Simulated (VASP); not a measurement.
Given:

```yaml
crystal:
  lattice:
    - [3.35495, 0.00000, 0.00000]
    - [-1.67747, 2.90547, 0.00000]
    - [0.00000, 0.00000, 2.89478]
  atoms:
    - { symbol: Ru, position: [0.00000, 0.00000, 0.00000] }
    - { symbol: Si, position: [0.66667, 0.33333, 0.50000] }
```

Method: r2SCAN meta-GGA, VASP's PBE PAW potentials (set 64) (plane waves; VASP). Run with 400 eV cut-off, 14×14×14 Γ-centred mesh, tetrahedra with Blöchl corrections, potentials Ru_pv Si.

**Question.** What does the run give for the energy per atom (σ→0), band gap (over mesh and band path) with the smallest direct gap where there is one?

**Answer.** 
```yaml
band gap (over mesh and band path): none (metal, semimetal or under 0.01 eV)
energy per atom (σ→0): -17.614 eV/atom
```

Total energies compare only between runs with the same potentials, cut-off and functional.

The structure was generated: SiRu was put into the WC type (P-6m2), which need not be its known phase. It was relaxed first, which changed the volume by -8 %.
